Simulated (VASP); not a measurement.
A run of VASP 6.6.1 is set up as follows.

INCAR

```
PREC = Accurate
ENCUT = 520
EDIFF = 1E-8
ISMEAR = 0
SIGMA = 0.02
LREAL = False
LASPH = True
NELM = 80
ALGO = Fast
ISIF = 2
LWAVE = False
LCHARG = False
GGA = PE
LEPSILON = True
KPAR = 4
```

The input KPOINTS:

```
regular mesh
0
Gamma
  4 4 4
```

File POSCAR:

```
ZnCd3Se3S
1.0
    4.2626510000      2.4610430000      3.4633300000
   -4.2626510000      2.4610430000      3.4633300000
    0.0000000000     -4.9220850000      3.4633300000
Zn Cd Se S
1 3 3 1
Direct
    0.9918050000      0.9918050000      0.9918050000
    0.5064320000      0.9962020000      0.5064320000
    0.9962020000      0.5064320000      0.5064320000
    0.5064320000      0.5064320000      0.9962020000
    0.2372310000      0.7625000000      0.2372310000
    0.7625000000      0.2372310000      0.2372310000
    0.2372310000      0.2372310000      0.7625000000
    0.7616920000      0.7616920000      0.7616920000
```

Potentials or basis: VASP PAW PBE potentials, release 64 (Zn, Cd, Se, S).

Launch:

```sh
$ cat potpaw_PBE.64/Zn/POTCAR potpaw_PBE.64/Cd/POTCAR potpaw_PBE.64/Se/POTCAR potpaw_PBE.64/S/POTCAR > POTCAR
$ mpirun -np 4 vasp_std > vasp.out
```

Task: Predict the electronic dielectric tensor (diagonal).

Result: 11.44, 11.44, 11.95.

Task: What does it give for the Born charges (mean of the diagonal)?

Result: Zn +2.23; Cd +2.42; Se -2.30; S -2.61 e.

Task: Predict the band gap on the k mesh.

Result: 0.69 eV, direct.

Electronic dielectric tensor:
```
11.44  0.00  0.00
 0.00 11.44  0.00
 0.00  0.00 11.95
```

Caveat: the gap is small at this level, which inflates the dielectric constant. PBE gaps usually lie below the measured ones, often by a third to a half.
